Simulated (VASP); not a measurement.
# Settings for BHO₂: relaxation of the atoms

BHO₂, molecule in box, 4 atoms in the cell. PBE, relaxation of the atoms; PAW potentials O, B, H (PBE set). VASP 6.6.1.

Wanted: energy within 1 meV/atom; two shortest distances of each atom within 0.01 Å.

POSCAR:
```
BHO2
1.0
   12.0000000000      0.0000000000      0.0000000000
    0.0000000000     10.0000000000      0.0000000000
    0.0000000000      0.0000000000     11.0000000000
O B H
2 1 1
Direct
    0.3915860000      0.5475950000      0.5577050000
    0.5797170000      0.4656260000      0.5293530000
    0.4807580000      0.5067790000      0.5415650000
    0.6177390000      0.4544000000      0.4486850000
```

The series start from Force threshold EDIFFG (eV/Å): -0.02; Electronic threshold EDIFF (eV): 1e-6; Relaxation method: conjugate gradient, POTIM 0.5; Mixing and least electronic steps: default. Each series keeps the choices made before it, and each single choice may use up half of a tolerance.

## Force threshold EDIFFG (eV/Å)

| Force threshold EDIFFG (eV/Å) | Energy less reference (meV/atom) | Two shortest distances of each atom, largest deviation (Å) | Time (s) |
|---|---|---|---|
| -0.1 | 0.2 | 0.006 | 42 |
| -0.05 | 0.1 | 0.004 | 44 |
| -0.03 | 0.1 | 0.004 | 45 |
| -0.02 | 0.1 | 0.001 | 60 |
| -0.01 | 0.1 | 0.001 | 61 |
| -0.005 (reference) | 0.0 | 0.000 | 145 |
| -0.002 | no result | no result | 150 |

Chosen: -0.05, the loosest value from which every tighter one stays within half of the tolerance (runs without a result left aside).

## Electronic threshold EDIFF (eV)

| Electronic threshold EDIFF (eV) | Energy less reference (meV/atom) | Two shortest distances of each atom, largest deviation (Å) | Time (s) |
|---|---|---|---|
| 0.001 | 0.0 | 0.001 | 21 |
| 0.0001 | 0.0 | 0.000 | 25 |
| 1e-5 | 0.0 | 0.000 | 33 |
| 1e-6 | 0.0 | 0.000 | 44 |
| 1e-7 (reference) | 0.0 | 0.000 | 56 |

Chosen: 0.001, the loosest value from which every tighter one stays within half of the tolerance.

## Relaxation method

| Relaxation method | Energy less reference (meV/atom) | Two shortest distances of each atom, largest deviation (Å) | Time (s) |
|---|---|---|---|
| conjugate gradient, POTIM 0.5 | 0.0 | 0.000 | 21 |
| conjugate gradient, POTIM 0.2 | 0.0 | 0.001 | 16 |
| conjugate gradient, POTIM 1.0 | 0.0 | 0.000 | 21 |
| quasi-Newton, POTIM 0.5 | 0.0 | 0.007 | 16 |
| quasi-Newton, POTIM 0.3, 10 steps kept | 0.0 | 0.001 | 9.8 |
| quasi-Newton, POTIM 0.5, at least 5 electronic steps | -0.1 | 0.008 | 19 |
| damped dynamics, POTIM 0.2, SMASS 0.4 | 4935.7 | 3.964 | 812 |
| damped dynamics, POTIM 0.4, SMASS 0.8 | no result | no result | 2268 |
| velocity quench, POTIM 0.1 | 0.0 | 0.001 | 19 |

Chosen: quasi-Newton, POTIM 0.3, 10 steps kept, the fastest of those that stay within half of the tolerance.

## Mixing and least electronic steps

| Mixing and least electronic steps | Energy less reference (meV/atom) | Two shortest distances of each atom, largest deviation (Å) | SCF iterations | Time (s) |
|---|---|---|---|---|
| default | 0.0 | 0.000 | 45 | 9.8 |
| MAXMIX 40 | 0.0 | 0.001 | 49 | 12 |
| NELMIN 4 | 0.0 | 0.001 | 50 | 12 |
| NELMIN 4, MAXMIX 40 | 0.0 | 0.001 | 54 | 13 |
| ALGO Fast | 0.0 | 0.001 | 45 | 12 |

Chosen: default; no other choice that stays within half of the tolerance saves 30 % of the time.

## All choices together

| Input | Energy less reference (meV/atom) | Two shortest distances of each atom, largest deviation (Å) | Time (s) |
|---|---|---|---|
| program defaults (naive) | 0.6 | 0.018 | 22 |
| chosen settings | 0.1 | 0.006 | 9.8 |
| reference settings throughout | 0.0 | 0.000 | 158 |

The tolerance is met.

Values of the reference run: Two shortest distances of each atom: 0.971, 0.971, 1.223, 1.223, 1.331, 1.331, 1.98, 2.552 A.

## The input

INCAR:
```
ALGO = Normal
EDIFF = 0.001
EDIFFG = -0.05
ENCUT = 400
IBRION = 1
ISIF = 2
ISMEAR = 0
ISYM = 0
KPAR = 1
LASPH = T
LCHARG = F
LREAL = F
LWAVE = F
NELM = 100
NFREE = 10
NSW = 150
POTIM = 0.3
PREC = Normal
SIGMA = 0.01
```

KPOINTS:
```
k-points
0
Gamma
  1 1 1
```

Commands:
```
cat potpaw_PBE.64/O/POTCAR potpaw_PBE.64/B/POTCAR potpaw_PBE.64/H/POTCAR > POTCAR
mpirun -np 4 vasp_gam > vasp.out
```

The chosen input took VASP 6.6.1 9.8 s on 4 cores (AMD EPYC 9R45 (Zen 5)), a shared host.

## An input that fails: no relaxation method typed, so the run becomes molecular dynamics without a time step

VASP's message: Fatal error! IBRION=0, but no entry for POTIM on file INCAR. MUST be specified!.

Changes against the starting input:
```
- IBRION = 2
- POTIM = 0.5
```
